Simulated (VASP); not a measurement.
# NbTe (P-6m2) in VASP: notebook, part 2 of 2

VASP 6.6.1. Earlier steps stand in the parts before.

### Step 4. Band structure, PW91

POSCAR

```
NbTe
1.0
    3.7029743866      0.0000000000      0.0000000000
   -1.8514871933      3.2068698884      0.0000000000
    0.0000000000      0.0000000000      3.6942110000
Te Nb
1 1
Direct
    0.6666666667      0.3333333333      0.0000000000
    0.0000000000      0.0000000000      0.5000000000
```

INCAR.step1

```
SYSTEM = NbTe
PREC = Accurate
ENCUT = 520
EDIFF = 1E-7
ISMEAR = -1
SIGMA = 0.05
LREAL = .FALSE.
LASPH = .TRUE.
NELM = 60
ALGO = Normal
ISIF = 2
LWAVE = .FALSE.
LCHARG = .TRUE.
LMAXMIX = 4
GGA = 91
NBANDS = 16
```

KPOINTS.step1

```
Automatic mesh
0
G
  8 8 7
  0 0 0
```

INCAR.step2

```
SYSTEM = NbTe
PREC = Accurate
ENCUT = 520
EDIFF = 1E-7
ISMEAR = 0
SIGMA = 0.05
LREAL = .FALSE.
LASPH = .TRUE.
NELM = 60
ALGO = Normal
ISIF = 2
LWAVE = .FALSE.
LCHARG = .FALSE.
LMAXMIX = 4
GGA = 91
NBANDS = 16
ICHARG = 11
```

KPOINTS.step2

```
path GMKGALHA,LM,KH
20
line-mode
reciprocal
 0.0000000000  0.0000000000  0.0000000000  G
 0.5000000000  0.0000000000  0.0000000000  M

 0.5000000000  0.0000000000  0.0000000000  M
 0.3333333333  0.3333333333  0.0000000000  K

 0.3333333333  0.3333333333  0.0000000000  K
 0.0000000000  0.0000000000  0.0000000000  G

 0.0000000000  0.0000000000  0.0000000000  G
 0.0000000000  0.0000000000  0.5000000000  A

 0.0000000000  0.0000000000  0.5000000000  A
 0.5000000000  0.0000000000  0.5000000000  L

 0.5000000000  0.0000000000  0.5000000000  L
 0.3333333333  0.3333333333  0.5000000000  H

 0.3333333333  0.3333333333  0.5000000000  H
 0.0000000000  0.0000000000  0.5000000000  A

 0.5000000000  0.0000000000  0.5000000000  L
 0.5000000000  0.0000000000  0.0000000000  M

 0.3333333333  0.3333333333  0.0000000000  K
 0.3333333333  0.3333333333  0.5000000000  H
```

The run is started by

```sh
cat potpaw_PBE.64/Te/POTCAR potpaw_PBE.64/Nb_sv/POTCAR > POTCAR
cp INCAR.step1 INCAR
cp KPOINTS.step1 KPOINTS
mpirun -np 1 vasp_std > vasp.out
cp INCAR.step2 INCAR
cp KPOINTS.step2 KPOINTS
mpirun -np 1 vasp_std > vasp.out
```

Wall time 46 s (1 thread of Intel Xeon 6975P-C (Granite Rapids), shared host); peak memory 0.24 GiB.

The run converged. Its results:

| Property | Result |
| --- | --- |
| Band gap along the path | none (metal or under the smearing width) |

Levels at the corners of the path, in eV from the Fermi level:
| point | band 7 | band 8 | band 9 | band 10 | band 11 | band 12 |
| --- | --- | --- | --- | --- | --- | --- |
| Γ | -3.15 | -2.98 | -2.34 | 0.12 | 0.12 | 2.44 |
| M | -3.83 | -2.62 | -2.60 | -0.21 | 1.22 | 1.48 |
| M | -3.83 | -2.62 | -2.60 | -0.21 | 1.22 | 1.48 |
| K | -5.42 | -3.77 | -0.95 | -0.13 | 0.19 | 0.40 |
| K | -5.42 | -3.77 | -0.95 | -0.13 | 0.19 | 0.40 |
| Γ | -3.15 | -2.98 | -2.34 | 0.12 | 0.12 | 2.44 |
| Γ | -3.15 | -2.98 | -2.34 | 0.12 | 0.12 | 2.44 |
| A | -2.62 | -2.62 | -0.97 | -0.97 | 0.65 | 1.64 |
| A | -2.62 | -2.62 | -0.97 | -0.97 | 0.65 | 1.64 |
| L | -5.86 | -4.25 | -1.35 | 1.14 | 1.25 | 1.82 |
| L | -5.86 | -4.25 | -1.35 | 1.14 | 1.25 | 1.82 |
| H | -5.73 | -4.45 | -1.10 | 1.11 | 1.67 | 2.14 |
| H | -5.73 | -4.45 | -1.10 | 1.11 | 1.67 | 2.14 |
| A | -2.62 | -2.62 | -0.97 | -0.97 | 0.65 | 1.64 |
| L | -5.86 | -4.25 | -1.35 | 1.14 | 1.25 | 1.82 |
| M | -3.83 | -2.62 | -2.60 | -0.21 | 1.22 | 1.48 |
| K | -5.42 | -3.77 | -0.95 | -0.13 | 0.19 | 0.40 |
| H | -5.73 | -4.45 | -1.10 | 1.11 | 1.67 | 2.14 |

Caveat: the log is that of the step along the path at fixed density, whose energy, stress, charges and moments have no meaning; the PAW data sets were made with another functional, which shifts forces and pressure a little; spin-orbit coupling is left out, which moves the levels of the heavy elements.

### Step 5. Band structure, r2SCAN

INCAR

```
SYSTEM = NbTe
PREC = Accurate
ENCUT = 520
EDIFF = 1E-7
ISMEAR = -1
SIGMA = 0.05
LREAL = .FALSE.
LASPH = .TRUE.
NELM = 60
ALGO = Normal
ISIF = 2
LWAVE = .FALSE.
LCHARG = .FALSE.
LMAXMIX = 4
METAGGA = R2SCAN
LMIXTAU = .TRUE.
NBANDS = 16
```

KPOINTS

```
Automatic mesh
0
G
  8 8 7
  0 0 0
```

POSCAR is that of step 4.

KPOINTS_OPT

```
path GMKGALHA,LM,KH
20
line-mode
reciprocal
 0.0000000000  0.0000000000  0.0000000000  G
 0.5000000000  0.0000000000  0.0000000000  M

 0.5000000000  0.0000000000  0.0000000000  M
 0.3333333333  0.3333333333  0.0000000000  K

 0.3333333333  0.3333333333  0.0000000000  K
 0.0000000000  0.0000000000  0.0000000000  G

 0.0000000000  0.0000000000  0.0000000000  G
 0.0000000000  0.0000000000  0.5000000000  A

 0.0000000000  0.0000000000  0.5000000000  A
 0.5000000000  0.0000000000  0.5000000000  L

 0.5000000000  0.0000000000  0.5000000000  L
 0.3333333333  0.3333333333  0.5000000000  H

 0.3333333333  0.3333333333  0.5000000000  H
 0.0000000000  0.0000000000  0.5000000000  A

 0.5000000000  0.0000000000  0.5000000000  L
 0.5000000000  0.0000000000  0.0000000000  M

 0.3333333333  0.3333333333  0.0000000000  K
 0.3333333333  0.3333333333  0.5000000000  H
```

The run is started by

```sh
cat potpaw_PBE.64/Te/POTCAR potpaw_PBE.64/Nb_sv/POTCAR > POTCAR
mpirun -np 1 vasp_std > vasp.out
```

Wall time 3.1 min (1 thread of Intel Xeon 6975P-C (Granite Rapids), shared host); peak memory 0.2 GiB.

Results (log left out):

```yaml
Free_energy: -50.6697 eV
Pressure: -1.6 GPa
Band_gap_along_the_path: none (metal or under the smearing width)
```

Stress tensor (GPa, compression positive):
```
-1.55  0.00  0.00
 0.00 -1.55  0.00
 0.00  0.00 -1.79
```

Levels at the corners of the path, in eV from the Fermi level:
| point | band 7 | band 8 | band 9 | band 10 | band 11 | band 12 | band 13 | band 14 |
| --- | --- | --- | --- | --- | --- | --- | --- | --- |
| Γ | -3.41 | -3.08 | -2.60 | 0.11 | 0.11 | 2.53 | 2.53 | 3.28 |
| M | -4.14 | -2.88 | -2.73 | -0.25 | 1.31 | 1.62 | 3.13 | 4.14 |
| M | -4.14 | -2.88 | -2.73 | -0.25 | 1.31 | 1.62 | 3.13 | 4.14 |
| K | -5.78 | -4.08 | -1.01 | -0.17 | 0.26 | 0.51 | 4.79 | 6.80 |
| K | -5.78 | -4.08 | -1.01 | -0.17 | 0.26 | 0.51 | 4.79 | 6.80 |
| Γ | -3.41 | -3.08 | -2.60 | 0.11 | 0.11 | 2.53 | 2.53 | 3.28 |
| Γ | -3.41 | -3.08 | -2.60 | 0.11 | 0.11 | 2.53 | 2.53 | 3.28 |
| A | -2.86 | -2.86 | -1.03 | -1.03 | 0.77 | 1.68 | 1.68 | 5.75 |
| A | -2.86 | -2.86 | -1.03 | -1.03 | 0.77 | 1.68 | 1.68 | 5.75 |
| L | -6.25 | -4.56 | -1.52 | 1.21 | 1.41 | 1.96 | 3.01 | 4.60 |
| L | -6.25 | -4.56 | -1.52 | 1.21 | 1.41 | 1.96 | 3.01 | 4.60 |
| H | -6.12 | -4.83 | -1.23 | 1.25 | 1.81 | 2.33 | 2.91 | 3.44 |
| H | -6.12 | -4.83 | -1.23 | 1.25 | 1.81 | 2.33 | 2.91 | 3.44 |
| A | -2.86 | -2.86 | -1.03 | -1.03 | 0.77 | 1.68 | 1.68 | 5.75 |
| L | -6.25 | -4.56 | -1.52 | 1.21 | 1.41 | 1.96 | 3.01 | 4.60 |
| M | -4.14 | -2.88 | -2.73 | -0.25 | 1.31 | 1.62 | 3.13 | 4.14 |
| K | -5.78 | -4.08 | -1.01 | -0.17 | 0.26 | 0.51 | 4.79 | 6.80 |
| H | -6.12 | -4.83 | -1.23 | 1.25 | 1.81 | 2.33 | 2.91 | 3.44 |

Caveat: the PAW data sets were made with another functional, which shifts forces and pressure a little; spin-orbit coupling is left out, which moves the levels of the heavy elements.

### Step 6. Band structure, SCAN

INCAR, as its differences from that of step 5:

```diff
@@ -14,3 +14,3 @@
 LMAXMIX = 4
-METAGGA = R2SCAN
+METAGGA = SCAN
 LMIXTAU = .TRUE.
```

KPOINTS is that of step 5.

POSCAR is that of step 5.

KPOINTS_OPT is that of step 5.

Potentials or basis: VASP PAW PBE potentials, release 64 (Te, Nb_sv).

The run is started by

```sh
cat potpaw_PBE.64/Te/POTCAR potpaw_PBE.64/Nb_sv/POTCAR > POTCAR
mpirun -np 1 vasp_std > vasp.out
```

Run time: 3.3 min. Hardware: 1 thread of Intel Xeon 6975P-C (Granite Rapids), shared host; peak memory 0.2 GiB.

Results (log left out):

```yaml
Free_energy: -70.8276 eV
Pressure: -4.3 GPa
Band_gap_along_the_path: none (metal or under the smearing width)
```

Stress tensor (GPa, compression positive):
```
-4.20  0.00  0.00
 0.00 -4.20  0.00
 0.00  0.00 -4.38
```

Levels at the corners of the path, in eV from the Fermi level:
```csv
point,band 6,band 7,band 8,band 9,band 10,band 11,band 12,band 13,band 14,band 15
Γ,-3.31,-3.31,-3.16,-2.43,0.09,0.09,2.54,2.54,2.84,6.19
M,-7.54,-4.00,-2.79,-2.74,-0.25,1.33,1.63,3.14,3.82,5.94
M,-7.54,-4.00,-2.79,-2.74,-0.25,1.33,1.63,3.14,3.82,5.94
K,-6.82,-5.72,-3.93,-1.03,-0.15,0.27,0.43,4.81,6.60,7.82
K,-6.82,-5.72,-3.93,-1.03,-0.15,0.27,0.43,4.81,6.60,7.82
Γ,-3.31,-3.31,-3.16,-2.43,0.09,0.09,2.54,2.54,2.84,6.19
Γ,-3.31,-3.31,-3.16,-2.43,0.09,0.09,2.54,2.54,2.84,6.19
A,-7.91,-2.77,-2.77,-1.03,-1.03,0.80,1.71,1.71,5.37,6.27
A,-7.91,-2.77,-2.77,-1.03,-1.03,0.80,1.71,1.71,5.37,6.27
L,-6.24,-6.17,-4.46,-1.57,1.24,1.45,1.81,2.94,4.61,4.73
L,-6.24,-6.17,-4.46,-1.57,1.24,1.45,1.81,2.94,4.61,4.73
H,-6.52,-6.01,-4.74,-1.27,1.28,1.70,2.22,2.95,3.41,3.89
H,-6.52,-6.01,-4.74,-1.27,1.28,1.70,2.22,2.95,3.41,3.89
A,-7.91,-2.77,-2.77,-1.03,-1.03,0.80,1.71,1.71,5.37,6.27
L,-6.24,-6.17,-4.46,-1.57,1.24,1.45,1.81,2.94,4.61,4.73
M,-7.54,-4.00,-2.79,-2.74,-0.25,1.33,1.63,3.14,3.82,5.94
K,-6.82,-5.72,-3.93,-1.03,-0.15,0.27,0.43,4.81,6.60,7.82
H,-6.52,-6.01,-4.74,-1.27,1.28,1.70,2.22,2.95,3.41,3.89
```

Caveat: the PAW data sets were made with another functional, which shifts forces and pressure a little; spin-orbit coupling is left out, which moves the levels of the heavy elements.

### Step 7. Summary

```csv
level,pressure (GPa)
BLYP,-
AM05,-
PW91,-
r2SCAN,-1.6
SCAN,-4.3
```

Alike in all rows: task band structure; potentials or basis VASP PAW PBE potentials, release 64 (Te, Nb_sv); no spin polarisation; cell as given; k mesh 8 × 8 × 7; cutoff (eV) 520; smearing fermi-dirac 0.05 eV.

Caveats: the PAW data sets were made with another functional, which shifts forces and pressure a little; spin-orbit coupling is left out, which moves the levels of the heavy elements.

Absolute energies hang on the potentials; compare differences alone.
